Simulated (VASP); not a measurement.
A calculation with VASP 6.6.1 of NbSeN (native input, structure from a POSCAR):

Contents of INCAR:

```
SYSTEM = NbSeN
  PREC = Accurate
  ENCUT = 520
  EDIFF = 1E-7
  ISMEAR = 0
  SIGMA = 0.02
  LREAL = .FALSE.
  LASPH = .TRUE.
  NELM = 80
  ALGO = Fast
  ISIF = 2
  LWAVE = .FALSE.
  LCHARG = .TRUE.
  GGA = PE
  LELF = .TRUE.
  LVHAR = .TRUE.
```

The input KPOINTS:

```
regular mesh
0
G
  7 7 4
  0 0 0
```

Contents of POSCAR:

```
NbSeN
1.0
    3.6724980000      0.0000000000      0.0000000000
    0.0000000000      3.6724980000      0.0000000000
    0.0000000000      0.0000000000      6.3781640000
Nb Se N
2 2 2
Direct
    0.0000000000      0.5000000000      0.8269710000
    0.5000000000      0.0000000000      0.1730290000
    0.0000000000      0.5000000000      0.3814760000
    0.5000000000      0.0000000000      0.6185240000
    0.0000000000      0.0000000000      0.0000000000
    0.5000000000      0.5000000000      0.0000000000
```

Potentials or basis: VASP PAW PBE potentials, release 64 (Nb_pv, Se, N).

The run is started by

```bash
$ cat potpaw_PBE.64/Nb_pv/POTCAR potpaw_PBE.64/Se/POTCAR potpaw_PBE.64/N/POTCAR > POTCAR
$ mpirun -np 1 vasp_std > vasp.out
```

The cell comes from a database or a generator and needn't be the stable form of this composition.

Q: Write the same calculation in another form: ASE script, structure from a CIF.

A: As run:

The input run.py:

```python
from ase.calculators.vasp import Vasp
from ase.dft.bandgap import bandgap
from ase.io import read

atoms = read('NbSeN.cif', primitive_cell=True, subtrans_included=False)
calc = Vasp(
    directory='calc',
    xc='pbe',
    pp='PBE',
    setups='materialsproject',
    prec='Accurate',
    encut=520,
    ediff=1e-06,
    ismear=0,
    sigma=0.02,
    lreal=False,
    lasph=True,
    nelm=100,
    algo='Normal',
    isif=2,
    lwave=False,
    lcharg=False,
    kpts=[7, 7, 4],
    gamma=True,
)
atoms.calc = calc

print('energy (eV):', atoms.get_potential_energy())
print('free energy (eV):', atoms.get_potential_energy(force_consistent=True))
print('forces (eV/A):')
print(atoms.get_forces())
print('stress (eV/A^3, Voigt):', atoms.get_stress())
print('Fermi level (eV):', calc.get_fermi_level())
gap, top, bottom = bandgap(calc)
print('band gap (eV):', gap, 'from (spin, k, band)', top, 'to', bottom)
```

NbSeN.cif

```cif
data_NbSeN
_cell_length_a 3.67249800
_cell_length_b 3.67249800
_cell_length_c 6.37816400
_cell_angle_alpha 90.00000000
_cell_angle_beta 90.00000000
_cell_angle_gamma 90.00000000
_space_group_name_H-M_alt 'P4/nmm'
_space_group_name_Hall 'P 4ab 2ab -1ab'
_space_group_IT_number 129
loop_
_space_group_symop_operation_xyz
'x,y,z'
'-y+1/2,x+1/2,z'
'-x,-y,z'
'y+1/2,-x+1/2,z'
'x+1/2,-y+1/2,-z'
'-y,-x,-z'
'-x+1/2,y+1/2,-z'
'y,x,-z'
'-x+1/2,-y+1/2,-z'
'y,-x,-z'
'x+1/2,y+1/2,-z'
'-y,x,-z'
'-x,y,z'
'y+1/2,x+1/2,z'
'x,-y,z'
'-y+1/2,-x+1/2,z'
loop_
_atom_site_label
_atom_site_type_symbol
_atom_site_symmetry_multiplicity
_atom_site_Wyckoff_symbol
_atom_site_fract_x
_atom_site_fract_y
_atom_site_fract_z
_atom_site_occupancy
Nb1 Nb 2 c 0.0000000000 0.5000000000 0.8269710000 1
Se1 Se 2 c 0.0000000000 0.5000000000 0.3814760000 1
N1 N 2 a 0.0000000000 0.0000000000 0.0000000000 1
```

Potentials or basis: VASP PAW PBE potentials, release 64 (Nb_pv, Se, N).

Launch:

```bash
$ python run.py
```

Both were run:

|  | native input, structure from a POSCAR | ASE script, structure from a CIF |
| --- | --- | --- |
| Pressure | -0.2 GPa | -0.2 GPa |
| Largest force | 0.095 eV/Å | 0.096 eV/Å |
| Band gap on the k mesh | none (metal or under the smearing width) | none (metal or under the smearing width) |

Keys that steer only the numerical path or the files written may differ.
